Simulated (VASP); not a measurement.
Output of a VASP run:

File OSZICAR:
```
...
DAV:  19    -0.284280889197E+01   -0.82890E-02   -0.73205E-03   784   0.103E+00    0.179E-02
DAV:  20    -0.284264861047E+01    0.16028E-03   -0.78521E-05   945   0.120E-01    0.164E-02
DAV:  21    -0.284289297567E+01   -0.24437E-03   -0.91159E-05   791   0.159E-01    0.191E-02
DAV:  22    -0.284272064204E+01    0.17233E-03   -0.19581E-05   791   0.578E-02    0.221E-02
DAV:  23    -0.284270792793E+01    0.12714E-04   -0.68157E-07   931   0.161E-02    0.237E-02
DAV:  24    -0.284264973168E+01    0.58196E-04   -0.72370E-07   798   0.143E-02    0.253E-02
DAV:  25    -0.284258918948E+01    0.60542E-04   -0.63439E-07   784   0.137E-02    0.266E-02
DAV:  26    -0.284264777800E+01   -0.58589E-04   -0.57777E-07   798   0.995E-03    0.258E-02
DAV:  27    -0.284326624672E+01   -0.61847E-03   -0.71879E-05   784   0.114E-01    0.142E-02
DAV:  28    -0.284362726167E+01   -0.36101E-03   -0.50377E-05   784   0.105E-01    0.621E-03
DAV:  29    -0.284368565753E+01   -0.58396E-04   -0.90537E-06   784   0.455E-02    0.286E-03
DAV:  30    -0.284370151993E+01   -0.15862E-04   -0.18131E-06   784   0.219E-02    0.139E-03
DAV:  31    -0.284370628711E+01   -0.47672E-05   -0.73027E-07   784   0.125E-02    0.129E-03
DAV:  32    -0.284370983549E+01   -0.35484E-05   -0.37712E-07   784   0.927E-03    0.100E-03
DAV:  33    -0.284371080274E+01   -0.96725E-06   -0.13960E-07   763   0.578E-03
   1 F= -.28437108E+01 E0= -.28436057E+01  d E =-.284371E+01
       N       E                     dE             d eps       ncg     rms          rms(c)
DAV:   1    -0.284931532564E+01   -0.56055E-02   -0.16880E-01   784   0.940E+00    0.494E-01
DAV:   2    -0.284575207430E+01    0.35633E-02   -0.36044E-03   784   0.131E+00    0.256E-01
DAV:   3    -0.284408885730E+01    0.16632E-02   -0.25715E-03   784   0.106E+00    0.190E-02
DAV:   4    -0.284363370059E+01    0.45516E-03   -0.86954E-04   784   0.398E-01    0.789E-03
DAV:   5    -0.284445312322E+01   -0.81942E-03   -0.36821E-04   784   0.173E-01    0.148E-03
DAV:   6    -0.284439957956E+01    0.53544E-04   -0.64619E-06   805   0.274E-02    0.135E-03
DAV:   7    -0.284447359289E+01   -0.74013E-04   -0.23652E-05   791   0.466E-02    0.398E-04
DAV:   8    -0.284447270196E+01    0.89093E-06   -0.13834E-06   784   0.156E-02
   2 F= -.28444727E+01 E0= -.28443651E+01  d E =-.761899E-03
       N       E                     dE             d eps       ncg     rms          rms(c)
DAV:   1    -0.288996964009E+01   -0.45496E-01   -0.15154E+00   784   0.277E+01    0.150E+00
DAV:   2    -0.285730296476E+01    0.32667E-01   -0.34020E-02   791   0.401E+00    0.777E-01
DAV:   3    -0.283413495086E+01    0.23168E-01   -0.30646E-02   784   0.375E+00    0.600E-02
DAV:   4    -0.284413491351E+01   -0.10000E-01   -0.12067E-02   784   0.204E+00    0.272E-02
DAV:   5    -0.284536618386E+01   -0.12313E-02   -0.21010E-03   784   0.479E-01    0.525E-03
DAV:   6    -0.284520241228E+01    0.16377E-03   -0.15717E-05   931   0.505E-02    0.401E-03
DAV:   7    -0.284553043877E+01   -0.32803E-03   -0.12022E-04   791   0.125E-01    0.126E-03
DAV:   8    -0.284553403721E+01   -0.35984E-05   -0.88221E-06   798   0.373E-02    0.435E-04
DAV:   9    -0.284554008437E+01   -0.60472E-05   -0.82337E-07   798   0.123E-02    0.396E-04
DAV:  10    -0.284553742349E+01    0.26609E-05   -0.24975E-07   798   0.587E-03    0.898E-05
DAV:  11    -0.284553964897E+01   -0.22255E-05   -0.77477E-08   441   0.410E-03    0.279E-05
DAV:  12    -0.284553949911E+01    0.14987E-06   -0.46225E-09   392   0.125E-03
   3 F= -.28455395E+01 E0= -.28454249E+01  d E =-.182870E-02
```

**OUTCAR**
```
------------------------ aborting loop because EDIFF is reached ----------------------------------------
  FORCE on cell =-STRESS in cart. coord.  units (eV):
  Direction    XX          YY          ZZ          XY          YZ          ZX
  --------------------------------------------------------------------------------------
  Total       -0.0033019     -0.0033019     -0.0033019      0.0000000      0.0000000      0.0000000
  in kB       -0.1434332     -0.1434332     -0.1434332      0.0000000      0.0000000      0.0000000
  external PRESSURE =      -0.1434332 kB  Pullay stress =       0.0000000 kB
  volume of cell :       36.88
      direct lattice vectors                 reciprocal lattice vectors
    -2.096959365  2.096959365  2.096959365     0.000000000  0.238440481  0.238440481
     2.096959365 -2.096959365  2.096959365     0.238440481  0.000000000  0.238440481
     2.096959365  2.096959365 -2.096959365     0.238440481  0.238440481  0.000000000
 POSITION                                       TOTAL-FORCE (eV/Angst)
 -----------------------------------------------------------------------------------
      0.00000      0.00000      0.00000         0.000000     -0.000000      0.000000
 -----------------------------------------------------------------------------------
    total drift:                               -0.000000      0.000000      0.000000
  FREE ENERGIE OF THE ION-ELECTRON SYSTEM (eV)
  ---------------------------------------------------
  free  energy   TOTEN  =        -2.8455394991 eV

  energy  without entropy=       -2.8451958150  energy(sigma->0) =       -2.84542494

 reached required accuracy - stopping structural energy minimisation
```
(Selected blocks of OUTCAR.)

**POSCAR**
```
Na
1
   -2.1300000000     2.1300000000     2.1300000000
    2.1300000000    -2.1300000000     2.1300000000
    2.1300000000     2.1300000000    -2.1300000000
Na
1
Direct
  0.0000000000   0.0000000000   0.0000000000
```

Task: Reconstruct the remaining input files.

Result: This is not unique; one that fits is the input of the run itself, revTPSS meta-GGA, plane waves, VASP's PBE PAW potentials (set 64).

### KPOINTS
```
K-points
0
gamma
11 11 11
0 0 0
```

### INCAR
```
SYSTEM=Na
PREC=Accurate; ENCUT=520; LREAL=F
LASPH=T
EDIFF=1E-6; NELM=100; ALGO=Normal
LMIXTAU=T
ISMEAR=1; SIGMA=0.1
METAGGA=RTPSS
IBRION=2; NSW=60; ISIF=3
EDIFFG=-0.01
LWAVE=F; LCHARG=F
```

POTCAR, in this order: Na_pv (PBE.64 set). Program: vasp_std.

Energy and stress use the plane-wave basis of the starting cell.

The compound is Na in the bcc structure. This run relaxes it. Symmetry was kept, so distortions that lower it aren't found.
